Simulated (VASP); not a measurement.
# YS: convergence with the SCF solver and precision settings, part 2 of 3

Aim: find what the SCF solver and precision settings change for YS, and what they cost. The series runs use PBEsol. The start is a cell from a database of measured crystal structures.

VASP 6.6.1; PBEsol; plane waves and PAW (Y_sv, S).

Still holding for the runs below: This run has no spin polarisation. Its electron count is odd, so without a moment it is a metal by construction. The k-mesh is coarse for a metal.

So far. Step 4 (SCF solver: ALGO = VeryFast): Against the first of the series the energy stays within 0.01 meV an atom; the pressure moves by -0.02 GPa, after 25 cycles in 17 s. Step 5 (SCF solver: ALGO = All): Against the first of the series the energy stays within 0.01 meV an atom; the pressure moves by -0.01 GPa, after 21 cycles in 18 s.

## 6. SCF solver: ALGO = Damped

File INCAR:

```
SYSTEM = YS
PREC = Accurate
ENCUT = 400
EDIFF = 1E-06
NELM = 100
ISMEAR = -1
SIGMA = 0.05
LREAL = .FALSE.
ALGO = Damped
GGA = PS
NBANDS = 14
LASPH = .TRUE.
LORBIT = 11
LWAVE = .FALSE.
LCHARG = .FALSE.
KPAR = 2
ISIF = 2
```

File POSCAR:

```
YS
1.0
    0.0000000000      2.7436500000      2.7436500000
    2.7436500000      0.0000000000      2.7436500000
    2.7436500000      2.7436500000      0.0000000000
Y S
1 1
Direct
    0.5000000000      0.5000000000      0.5000000000
    0.0000000000      0.0000000000      0.0000000000
```

File KPOINTS:

```
Automatic mesh
0
Gamma
7 7 7
0 0 0
```

PAW data sets: Y_sv and S (PBE family, release 64).

Started as:

```sh
> mpirun -np 2 vasp_std
```

What it wrote:

```text
[... set-up lines as in an earlier step ...]
 entering main loop
       N       E                     dE             d eps       ncg     rms           ort
DAV:   1     0.704473478884E+02    0.70447E+02   -0.74239E+03   280   0.974E+02
DAV:   2    -0.429931614677E+01   -0.74747E+02   -0.70089E+02   280   0.223E+02
DAV:   3    -0.143333304338E+02   -0.10034E+02   -0.93334E+01   280   0.655E+01
DAV:   4    -0.159006568836E+02   -0.15673E+01   -0.15369E+01   280   0.255E+01
[...]
DMP:  98    -0.154643792038E+02   -0.16598E-05   -0.15769E-05   280   0.240E-05   0.405E-05
DMP:  99    -0.154643807707E+02   -0.15669E-05   -0.14853E-05   280   0.225E-05   0.382E-05
DMP: 100    -0.154643822469E+02   -0.14763E-05   -0.13983E-05   280   0.212E-05   0.360E-05
 final diagonalization occupied
 -----------------------------------------------------------------------------
|                                                                             |
|           W    W    AA    RRRRR   N    N  II  N    N   GGGG   !!!           |
|           W    W   A  A   R    R  NN   N  II  NN   N  G    G  !!!           |
|           W    W  A    A  R    R  N N  N  II  N N  N  G       !!!           |
|           W WW W  AAAAAA  RRRRR   N  N N  II  N  N N  G  GGG   !            |
|           WW  WW  A    A  R   R   N   NN  II  N   NN  G    G                |
|           W    W  A    A  R    R  N    N  II  N    N   GGGG   !!!           |
|                                                                             |
|     The electronic self-consistency was not achieved in the given           |
|     number of steps (NELM). The forces and other quantities evaluated       |
|     might not be reliable so examine the results carefully. If you find     |
|     spurious results, we suggest increasing NELM, if you were close to      |
|     convergence or switching to a different ALGO or adjusting the           |
|     density mixing parameters otherwise.                                    |
|                                                                             |
 -----------------------------------------------------------------------------

   1 F= -.15464382E+02 E0= -.15459861E+02  d E =-.904219E-02
```

The job ended after 52 s (2 MPI ranks of AMD EPYC 7R43, shared host; peak memory 0.26 GiB).

Parts of OUTCAR (step 6):

```text
 k-point     1 :       0.0000    0.0000    0.0000
  band No.  band energies     occupation
    ...
      7       3.3452      2.00000
      8       3.3452      2.00000
      9       6.5441      1.99742
     10       6.5441      1.99742
     11       6.5441      1.99742
     12       7.3895      0.00007
     13       7.3895      0.00007
     14       7.9957      0.00000

  Total       -0.3878554     -0.3878554     -0.3878554      0.0000000      0.0000000      0.0000000
  in kB      -15.0440338    -15.0440338    -15.0440338      0.0000000      0.0000000      0.0000000
  external PRESSURE =     -15.0440338 kB  Pullay stress =       0.0000000 kB

 POSITION                                       TOTAL-FORCE (eV/Angst)
 -----------------------------------------------------------------------------------
      2.74365      2.74365      2.74365        -0.000000     -0.000000     -0.000000
      0.00000      0.00000      0.00000         0.000000      0.000000      0.000000
 -----------------------------------------------------------------------------------
    total drift:                                0.000000      0.000000      0.000000

  FREE ENERGIE OF THE ION-ELECTRON SYSTEM (eV)
  ---------------------------------------------------
  free  energy   TOTEN  =       -15.4643822469 eV

  energy  without entropy=      -15.4553400598  energy(sigma->0) =      -15.45986115

[... 8 parts as in an earlier step ...]

[... 11 further parts left out ...]
[key lines of the parts left out:]
E-fermi :   6.8767
```

EDIFF was not reached within NELM cycles, so the run counts as unconverged.

## 7. SCF solver: AMIX = 0.1, BMIX = 0.01

INCAR, as its differences from that of step 6:

```diff
@@ -8,3 +8,3 @@
 LREAL = .FALSE.
-ALGO = Damped
+ALGO = Normal
 GGA = PS
@@ -17 +17,3 @@
 ISIF = 2
+AMIX = 0.1
+BMIX = 0.01
```

POSCAR is that of step 6.

KPOINTS is that of step 6.

Started as:

```sh
> mpirun -np 2 vasp_std
```

What it wrote:

```text
[... set-up lines as in an earlier step ...]
 entering main loop
       N       E                     dE             d eps       ncg     rms          rms(c)
[... 5 cycles as in an earlier step ...]
DAV:   6    -0.159166219974E+02    0.30476E+00   -0.12447E-01   660   0.224E+00    0.252E+01
DAV:   7    -0.156192683291E+02    0.29735E+00   -0.33554E+00   690   0.114E+01    0.153E+01
DAV:   8    -0.157380365666E+02   -0.11877E+00   -0.27568E+00   652   0.965E+00    0.325E+00
DAV:   9    -0.154644734489E+02    0.27356E+00   -0.97015E-01   634   0.597E+00    0.107E+00
[...]
DAV:  14    -0.154644072870E+02    0.14953E-04   -0.37286E-05   698   0.489E-02    0.270E-02
DAV:  15    -0.154644094509E+02   -0.21639E-05   -0.10093E-05   680   0.280E-02    0.226E-02
DAV:  16    -0.154644096045E+02   -0.15364E-06   -0.78187E-07   342   0.737E-03
   1 F= -.15464410E+02 E0= -.15459881E+02  d E =-.905787E-02
```

Wall time 11 s (2 MPI ranks); peak memory 0.27 GiB.

OUTCAR, selected parts (step 7):

```text
  Total       -0.3851046     -0.3851046     -0.3851046      0.0000000      0.0000000      0.0000000
  in kB      -14.9373360    -14.9373360    -14.9373360      0.0000000      0.0000000      0.0000000
  external PRESSURE =     -14.9373360 kB  Pullay stress =       0.0000000 kB

  FREE ENERGIE OF THE ION-ELECTRON SYSTEM (eV)
  ---------------------------------------------------
  free  energy   TOTEN  =       -15.4644096045 eV

  energy  without entropy=      -15.4553517307  energy(sigma->0) =      -15.45988067

[... 3 parts as in an earlier step ...]

[... 1 further part left out ...]
[key lines of the parts left out:]
E-fermi :   6.8765
```

Against the first of the series the energy stays within 0.01 meV an atom; the pressure moves by -0.02 GPa, after 16 cycles in 11 s.

## 8. SCF solver: AMIX = 0.8

INCAR, as its differences from that of step 7:

```diff
@@ -17,3 +17,2 @@
 ISIF = 2
-AMIX = 0.1
-BMIX = 0.01
+AMIX = 0.8
```

POSCAR is that of step 7.

KPOINTS is that of step 7.

Started as:

```sh
> mpirun -np 2 vasp_std
```

What it wrote:

```text
[... set-up lines as in an earlier step ...]
 entering main loop
       N       E                     dE             d eps       ncg     rms          rms(c)
[... 5 cycles as in an earlier step ...]
DAV:   6    -0.156872254648E+02    0.53415E+00   -0.54227E+00   690   0.147E+01    0.213E+01
DAV:   7    -0.155073771398E+02    0.17985E+00   -0.16553E+00   666   0.780E+00    0.862E+00
DAV:   8    -0.154655643767E+02    0.41813E-01   -0.19670E-01   644   0.271E+00    0.120E+00
DAV:   9    -0.154643363511E+02    0.12280E-02   -0.13819E-02   730   0.765E-01    0.313E-01
DAV:  10    -0.154644016774E+02   -0.65326E-04   -0.63716E-04   670   0.190E-01    0.997E-02
DAV:  11    -0.154644068944E+02   -0.52170E-05   -0.29944E-05   726   0.361E-02    0.264E-02
DAV:  12    -0.154644093440E+02   -0.24496E-05   -0.50559E-06   844   0.142E-02    0.651E-03
DAV:  13    -0.154644096945E+02   -0.35047E-06   -0.33128E-07   352   0.348E-03
   1 F= -.15464410E+02 E0= -.15459881E+02  d E =-.905809E-02
```

Wall time 8.8 s (2 MPI ranks); peak memory 0.26 GiB; 16 s of CPU time.

From OUTCAR (step 8):

```text
  Total       -0.3841330     -0.3841330     -0.3841330     -0.0000000     -0.0000000     -0.0000000
  in kB      -14.8996487    -14.8996487    -14.8996487     -0.0000000     -0.0000000     -0.0000000
  external PRESSURE =     -14.8996487 kB  Pullay stress =       0.0000000 kB

  FREE ENERGIE OF THE ION-ELECTRON SYSTEM (eV)
  ---------------------------------------------------
  free  energy   TOTEN  =       -15.4644096945 eV

  energy  without entropy=      -15.4553516042  energy(sigma->0) =      -15.45988065

[... 3 parts as in an earlier step ...]

[... 1 further part left out ...]
[key lines of the parts left out:]
E-fermi :   6.8765
```

Against the first of the series the energy stays within 0.01 meV an atom; the pressure moves by -0.01 GPa, after 13 cycles in 8.8 s.

## 9. SCF solver: IMIX = 1, AMIX = 0.2

INCAR, as its differences from that of step 8:

```diff
@@ -17,2 +17,3 @@
 ISIF = 2
-AMIX = 0.8
+IMIX = 1
+AMIX = 0.2
```

POSCAR is that of step 8.

KPOINTS is that of step 8.

Started as:

```sh
> mpirun -np 2 vasp_std
```

What it wrote:

```text
[... set-up lines as in an earlier step ...]
 entering main loop
       N       E                     dE             d eps       ncg     rms          rms(c)
[... 5 cycles as in an earlier step ...]
DAV:   6    -0.157767623525E+02    0.44462E+00   -0.30814E-01   646   0.351E+00    0.232E+01
DAV:   7    -0.155975873136E+02    0.17918E+00   -0.16199E-01   756   0.258E+00    0.199E+01
DAV:   8    -0.155249736209E+02    0.72614E-01   -0.53633E-02   788   0.151E+00    0.166E+01
DAV:   9    -0.154936669363E+02    0.31307E-01   -0.20915E-02   788   0.942E-01    0.138E+01
[...]
DAV:  22    -0.154644067633E+02    0.67860E-05   -0.64027E-06   870   0.195E-02    0.794E-01
DAV:  23    -0.154644041738E+02    0.25895E-05   -0.40401E-06   842   0.157E-02    0.632E-01
DAV:  24    -0.154644036678E+02    0.50603E-06   -0.24614E-06   726   0.128E-02
   1 F= -.15464404E+02 E0= -.15459874E+02  d E =-.905994E-02
```

Run time: 17 s. Hardware: 2 MPI ranks; peak memory 0.26 GiB.

Parts of OUTCAR (step 9):

```text
  Total       -0.3819853     -0.3819853     -0.3819853     -0.0000000      0.0000000      0.0000000
  in kB      -14.8163459    -14.8163459    -14.8163459     -0.0000000      0.0000000      0.0000000
  external PRESSURE =     -14.8163459 kB  Pullay stress =       0.0000000 kB

 POSITION                                       TOTAL-FORCE (eV/Angst)
 -----------------------------------------------------------------------------------
      2.74365      2.74365      2.74365        -0.000000      0.000000     -0.000000
      0.00000      0.00000      0.00000         0.000000     -0.000000      0.000000
 -----------------------------------------------------------------------------------
    total drift:                                0.000000      0.000000      0.000000

  FREE ENERGIE OF THE ION-ELECTRON SYSTEM (eV)
  ---------------------------------------------------
  free  energy   TOTEN  =       -15.4644036678 eV

  energy  without entropy=      -15.4553437237  energy(sigma->0) =      -15.45987370

[... 2 parts as in an earlier step ...]

[... 1 further part left out ...]
[key lines of the parts left out:]
E-fermi :   6.8772
```

Against the first of the series the energy stays within 0.01 meV an atom and the pressure within 0.01 GPa, after 24 cycles in 17 s.

## 10. The SCF solver series as a table

This step: convergence of PBEsol results with the solver; plane waves and PAW (VASP 6.6.1).

This step runs nothing: it gathers the runs above.

Differences are taken from the run with ALGO = Normal. Results of the series, by row:

```csv
setting,status,energy less the reference (meV/atom),pressure (GPa),SCF cycles,wall time (s)
ALGO = Normal,converged,0,-1.477,13,9.8
ALGO = Fast,converged,-2.80e-4,-1.507,18,14.4
ALGO = VeryFast,converged,7.10e-4,-1.494,25,16.6
ALGO = All,converged,5.55e-4,-1.491,21,18.2
ALGO = Damped,not_converged,-,-,-,52
"AMIX = 0.1, BMIX = 0.01",converged,2.30e-4,-1.494,16,10.8
AMIX = 0.8,converged,2.40e-4,-1.49,13,8.8
"IMIX = 1, AMIX = 0.2",converged,0.003715,-1.482,24,17.4
```

## 11. Precision settings: PREC = Low

This step: PBEsol; plane waves and PAW (Y_sv, S) (VASP 6.6.1).

PREC sets the FFT grids, and LREAL, ADDGRID and LASPH trade speed for accuracy.

INCAR, as its differences from that of step 9:

```diff
@@ -1,3 +1,3 @@
 SYSTEM = YS
-PREC = Accurate
+PREC = Low
 ENCUT = 400
@@ -17,3 +17 @@
 ISIF = 2
-IMIX = 1
-AMIX = 0.2
```

POSCAR is that of step 9.

KPOINTS is that of step 9.

Started as:

```sh
> mpirun -np 2 vasp_std
```

What it wrote:

```text
[... set-up lines as in an earlier step ...]
 entering main loop
       N       E                     dE             d eps       ncg     rms          rms(c)
DAV:   1     0.509267895142E+02    0.50927E+02   -0.69571E+03   560   0.898E+02
DAV:   2    -0.128262218809E+02   -0.63753E+02   -0.60171E+02   762   0.207E+02
DAV:   3    -0.161360377558E+02   -0.33098E+01   -0.32892E+01   852   0.368E+01
DAV:   4    -0.162193231937E+02   -0.83285E-01   -0.83269E-01   662   0.545E+00
DAV:   5    -0.162214888764E+02   -0.21657E-02   -0.21656E-02   782   0.667E-01    0.269E+01
DAV:   6    -0.155308515607E+02    0.69064E+00   -0.12414E+00   646   0.702E+00    0.197E+01
DAV:   7    -0.154769440630E+02    0.53907E-01   -0.49402E-01   818   0.458E+00    0.605E+00
DAV:   8    -0.154653600093E+02    0.11584E-01   -0.95103E-02   674   0.204E+00    0.466E-01
DAV:   9    -0.154646223478E+02    0.73766E-03   -0.66872E-03   620   0.561E-01    0.202E-01
DAV:  10    -0.154645858042E+02    0.36544E-04   -0.27258E-04   728   0.150E-01    0.127E-01
DAV:  11    -0.154645871264E+02   -0.13222E-05   -0.17731E-04   674   0.986E-02    0.935E-02
DAV:  12    -0.154645802397E+02    0.68867E-05   -0.25446E-05   650   0.401E-02    0.287E-02
DAV:  13    -0.154645802922E+02   -0.52470E-07   -0.21360E-06   582   0.118E-02
   1 F= -.15464580E+02 E0= -.15460051E+02  d E =-.905790E-02
```

It took 5.4 s on 2 MPI ranks; peak memory 0.16 GiB; 9.8 s of CPU time.

From OUTCAR (step 11):

```text
   NELECT =      17.0000    total number of electrons

 E-fermi :   6.8763

 k-point     1 :       0.0000    0.0000    0.0000
  band No.  band energies     occupation
    ...
      7       3.3445      2.00000
      8       3.3445      2.00000
      9       6.5439      1.99741
     10       6.5439      1.99741
     11       6.5439      1.99741
     12       7.3893      0.00007
     13       7.3893      0.00007
     14       7.9956      0.00000

  Total       -0.3762564     -0.3762564     -0.3762564      0.0000000      0.0000000      0.0000000
  in kB      -14.5941367    -14.5941367    -14.5941367      0.0000000      0.0000000      0.0000000
  external PRESSURE =     -14.5941367 kB  Pullay stress =       0.0000000 kB

 POSITION                                       TOTAL-FORCE (eV/Angst)
 -----------------------------------------------------------------------------------
      2.74365      2.74365      2.74365         0.000000      0.000000     -0.000000
      0.00000      0.00000      0.00000        -0.000000     -0.000000      0.000000
 -----------------------------------------------------------------------------------
    total drift:                                0.000000      0.000000      0.000000

  FREE ENERGIE OF THE ION-ELECTRON SYSTEM (eV)
  ---------------------------------------------------
  free  energy   TOTEN  =       -15.4645802922 eV

  energy  without entropy=      -15.4555223900  energy(sigma->0) =      -15.46005134

[... 7 parts as in an earlier step ...]

[... 10 further parts left out ...]
```

This step gave:

```yaml
electronic_steps: 13
fermi_energy: 6.876 eV
pressure: -1.459 GPa
```

The series starts at -7.7300 eV an atom and -1.46 GPa, after 13 cycles in 5.4 s.

## 12. Precision settings: PREC = Medium

INCAR, as its differences from that of step 11:

```diff
@@ -1,3 +1,3 @@
 SYSTEM = YS
-PREC = Low
+PREC = Medium
 ENCUT = 400
```

POSCAR is that of step 11.

KPOINTS is that of step 11.

Started as:

```sh
> mpirun -np 2 vasp_std
```

What it wrote:

```text
[... set-up lines as in an earlier step ...]
 entering main loop
       N       E                     dE             d eps       ncg     rms          rms(c)
DAV:   1     0.509268696421E+02    0.50927E+02   -0.69571E+03   560   0.898E+02
DAV:   2    -0.128261493042E+02   -0.63753E+02   -0.60171E+02   762   0.207E+02
DAV:   3    -0.161359946495E+02   -0.33098E+01   -0.32892E+01   852   0.368E+01
DAV:   4    -0.162192815460E+02   -0.83287E-01   -0.83271E-01   662   0.545E+00
[...]
DAV:  11    -0.154644806582E+02   -0.13213E-05   -0.17758E-04   674   0.987E-02    0.936E-02
DAV:  12    -0.154644737609E+02    0.68973E-05   -0.25494E-05   650   0.401E-02    0.287E-02
DAV:  13    -0.154644738137E+02   -0.52873E-07   -0.21395E-06   582   0.118E-02
   1 F= -.15464474E+02 E0= -.15459945E+02  d E =-.905783E-02
```

Run time: 5.6 s. Hardware: 2 MPI ranks; peak memory 0.18 GiB; 9.9 s of CPU time.

OUTCAR, selected parts (step 12):

```text
  Total       -0.3815301     -0.3815301     -0.3815301     -0.0000000      0.0000000      0.0000000
  in kB      -14.7986894    -14.7986894    -14.7986894     -0.0000000      0.0000000      0.0000000
  external PRESSURE =     -14.7986894 kB  Pullay stress =       0.0000000 kB

 POSITION                                       TOTAL-FORCE (eV/Angst)
 -----------------------------------------------------------------------------------
      2.74365      2.74365      2.74365         0.000000      0.000000      0.000000
      0.00000      0.00000      0.00000         0.000000      0.000000     -0.000000
 -----------------------------------------------------------------------------------
    total drift:                               -0.000000     -0.000000     -0.000000

  FREE ENERGIE OF THE ION-ELECTRON SYSTEM (eV)
  ---------------------------------------------------
  free  energy   TOTEN  =       -15.4644738137 eV

  energy  without entropy=      -15.4554159811  energy(sigma->0) =      -15.45994490

[... 2 parts as in an earlier step ...]

[... 1 further part left out ...]
[key lines of the parts left out:]
E-fermi :   6.8763
```

Against the first of the series the energy moves by +0.05 meV an atom and the pressure by -0.02 GPa, after 13 cycles in 5.6 s.

## 13. Precision settings: PREC = Normal

INCAR, as its differences from that of step 12:

```diff
@@ -1,3 +1,3 @@
 SYSTEM = YS
-PREC = Medium
+PREC = Normal
 ENCUT = 400
```

POSCAR is that of step 12.

KPOINTS is that of step 12.

Started as:

```sh
> mpirun -np 2 vasp_std
```

What it wrote:

```text
[... set-up lines as in an earlier step ...]
 entering main loop
       N       E                     dE             d eps       ncg     rms          rms(c)
DAV:   1     0.509269627753E+02    0.50927E+02   -0.69571E+03   560   0.898E+02
DAV:   2    -0.128260539744E+02   -0.63753E+02   -0.60171E+02   762   0.207E+02
DAV:   3    -0.161359031738E+02   -0.33098E+01   -0.32892E+01   852   0.368E+01
DAV:   4    -0.162191904223E+02   -0.83287E-01   -0.83271E-01   662   0.545E+00
[...]
DAV:  11    -0.154643966653E+02   -0.13178E-05   -0.17759E-04   674   0.987E-02    0.936E-02
DAV:  12    -0.154643897675E+02    0.68978E-05   -0.25496E-05   650   0.401E-02    0.287E-02
DAV:  13    -0.154643898210E+02   -0.53511E-07   -0.21398E-06   582   0.118E-02
   1 F= -.15464390E+02 E0= -.15459861E+02  d E =-.905784E-02
```

It took 5.8 s on 2 MPI ranks; peak memory 0.2 GiB; 10 s of CPU time.

OUTCAR, selected parts (step 13):

```text
  Total       -0.3809520     -0.3809520     -0.3809520      0.0000000      0.0000000      0.0000000
  in kB      -14.7762664    -14.7762664    -14.7762664      0.0000000      0.0000000      0.0000000
  external PRESSURE =     -14.7762664 kB  Pullay stress =       0.0000000 kB

  FREE ENERGIE OF THE ION-ELECTRON SYSTEM (eV)
  ---------------------------------------------------
  free  energy   TOTEN  =       -15.4643898210 eV

  energy  without entropy=      -15.4553319836  energy(sigma->0) =      -15.45986090

[... 3 parts as in an earlier step ...]

[... 1 further part left out ...]
[key lines of the parts left out:]
E-fermi :   6.8763
```

Against the first of the series the energy moves by +0.10 meV an atom and the pressure by -0.02 GPa, after 13 cycles in 5.8 s.

(Part 2 of 3 ends here.)

[Lines on the potential files, build, host, timing and source positions are cut from VASP's logs without a mark.]

[Logs are printed without paths, hosts, clocks, repeated set-up lines and the standing remarks that a program may print on its own settings, such as how far it seeks lower states.]

[Hosts, paths, dates, database ids (printed as entryN), source tags and the programs' standing remarks are cut or masked in the printed files.]

[A measured line is paired with the nearest computed mode of its activity, which favours agreement.]
